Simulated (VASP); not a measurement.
Crystal: ZnCu2SnSe4.

```
Zn Cu Sn Se
1.0
    -2.88564    2.88564    5.73983
     2.88564   -2.88564    5.73983
     2.88564    2.88564   -5.73983
Zn Cu Sn Se
1 2 1 4
Direct
  0.75000 0.25000 0.50000
  0.25000 0.75000 0.50000
  0.00000 0.00000 0.00000
  0.50000 0.50000 0.00000
  0.62975 0.63653 0.52625
  0.11029 0.10351 0.47375
  0.89649 0.37025 0.00678
  0.36347 0.88971 0.99322
```

The cell comes from a database or a generator and needn't be the stable form of this composition.

```yaml
Program: VASP 6.6.1
Task: relaxation of cell and atoms
Functional: PBEsol
Potentials_or_basis: VASP PAW PBE potentials, release 64 (Zn, Cu, Sn_d, Se)
Cutoff: 600 eV
k_mesh: 10 × 10 × 10
Occupations: methfessel-paxton, width 0.1 eV
Spin: no spin polarisation
```

At the start: pressure -2.9 GPa; volume 23.90 Å³/atom.

Task: How do energy, volume and symmetry change on relaxing?

Result: Over 8 steps the energy falls by 11.9 meV/atom and the volume is 22.73 Å³/atom (-4.9 %); space group I-4 (No. 82, to 0.05 Å).

The path:
```tsv
step	energy change (eV)	largest force (eV/Å)	pressure (GPa)	volume (Å³)
1	0.0000	0.1306	-2.87	191.18
2	-0.0828	0.1828	0.93	179.59
3	-0.0890	0.1702	0.06	181.87
4	-0.0933	0.0976	0.02	181.79
5	-0.0954	0.0202	-0.01	181.67
6	-0.0954	0.0130	0.05	181.68
7	-0.0954	0.0123	0.04	181.69
8	-0.0955	0.0069	-0.03	181.86
```

Final structure:
```yaml
crystal:
  lattice:
    - [-2.83520, 2.83520, 5.65589]
    - [2.83520, -2.83520, 5.65589]
    - [2.83520, 2.83520, -5.65589]
  atoms:
    - { symbol: Zn, position: [0.75000, 0.25000, 0.50000] }
    - { symbol: Cu, position: [0.25000, 0.75000, 0.50000] }
    - { symbol: Cu, position: [0.00000, 0.00000, 0.00000] }
    - { symbol: Sn, position: [0.50000, 0.50000, 0.00000] }
    - { symbol: Se, position: [0.62982, 0.63963, 0.53082] }
    - { symbol: Se, position: [0.10881, 0.09901, 0.46918] }
    - { symbol: Se, position: [0.90099, 0.37018, 0.00981] }
    - { symbol: Se, position: [0.36037, 0.89119, 0.99019] }
```

Caveat: the PAW data sets were made with another functional, which shifts forces and pressure a little.
